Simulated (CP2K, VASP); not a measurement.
An input for CP2K (LDA (Pade form), GPW, DZVP-MOLOPT-SR-GTH basis, GTH-PADE potentials (GTH_POTENTIALS)):

```
&GLOBAL
  PROJECT scf
  RUN_TYPE ENERGY_FORCE
  PRINT_LEVEL MEDIUM
&END GLOBAL
&FORCE_EVAL
  METHOD Quickstep
  STRESS_TENSOR ANALYTICAL
  &DFT
    BASIS_SET_FILE_NAME BASIS_MOLOPT
    POTENTIAL_FILE_NAME GTH_POTENTIALS
    &QS
      METHOD GPW
      EPS_DEFAULT 1E-10
    &END QS
    &MGRID
      CUTOFF 500
      REL_CUTOFF 60
      NGRIDS 5
    &END MGRID
    &SCF
      SCF_GUESS ATOMIC
      EPS_SCF 1E-6
      MAX_SCF 100
      ADDED_MOS 5
      &DIAGONALIZATION
        ALGORITHM STANDARD
      &END DIAGONALIZATION
      &MIXING
        METHOD BROYDEN_MIXING
        ALPHA 0.2
        NBUFFER 10
      &END MIXING
      &SMEAR ON
        METHOD FERMI_DIRAC
        ELECTRONIC_TEMPERATURE [K] 1160.45
      &END SMEAR
    &END SCF
    &KPOINTS
      SCHEME MONKHORST-PACK 3 3 3
    &END KPOINTS
    &XC
      &XC_FUNCTIONAL PADE
      &END XC_FUNCTIONAL
    &END XC
    &PRINT
      &MO
        EIGENVALUES T
        OCCUPATION_NUMBERS T
        NDIGITS 8
        FILENAME mo
        &EACH
          QS_SCF 0
        &END EACH
        ADD_LAST NUMERIC
      &END MO
      &MULLIKEN ON
      &END MULLIKEN
    &END PRINT
  &END DFT
  &SUBSYS
    &CELL
      A 2.91612000 0.00000000 0.00000000
      B 0.00000000 2.91612000 0.00000000
      C 0.00000000 0.00000000 2.91612000
      PERIODIC XYZ
    &END CELL
    &COORD
      SCALED
      Si       0.50000000     0.50000000     0.50000000
      Ru       0.00000000     0.00000000     0.00000000
    &END COORD
    &KIND Si
      BASIS_SET DZVP-MOLOPT-SR-GTH-q4
      POTENTIAL GTH-PADE-q4
    &END KIND
    &KIND Ru
      BASIS_SET DZVP-MOLOPT-SR-GTH-q16
      POTENTIAL GTH-PADE-q16
    &END KIND
  &END SUBSYS
  &PRINT
    &FORCES ON
    &END FORCES
    &STRESS_TENSOR ON
    &END STRESS_TENSOR
  &END PRINT
&END FORCE_EVAL
```

**Question.** Translate it to VASP.

**Answer.** One set of files that does it:

KPOINTS:
```
Automatic
0
G
  3 3 3
```

**POSCAR**
```
SiRu
1.0
  2.9161200000   0.0000000000   0.0000000000
  0.0000000000   2.9161200000   0.0000000000
  0.0000000000   0.0000000000   2.9161200000
Si Ru
1 1
direct
  0.5000000000   0.5000000000   0.5000000000
  0.0000000000   0.0000000000   0.0000000000
```

### INCAR
```
SYSTEM = SiRu
PREC = Accurate; ENCUT = 300; LREAL = .FALSE.
LASPH = .TRUE.
EDIFF = 1E-6; NELM = 100; ALGO = Normal
LMAXMIX = 4
ISMEAR = -1; SIGMA = 0.1
ISIF = 2
LWAVE = .FALSE.; LCHARG = .FALSE.
```

POTCAR, in this order: Si Ru_pv (LDA.64 set). Program: vasp_std.

The two runs describe the same crystal, functional and task. Each code takes its own potentials, basis and convergence tests.

VASP's LDA is the Perdew-Zunger fit; the other code's may be Perdew-Wang, which differs slightly.

The structure comes from a computed database's SiRu entry (Pm-3m); how it stands against other phases isn't given here. The cell was not relaxed at this level, and it may have been scaled.
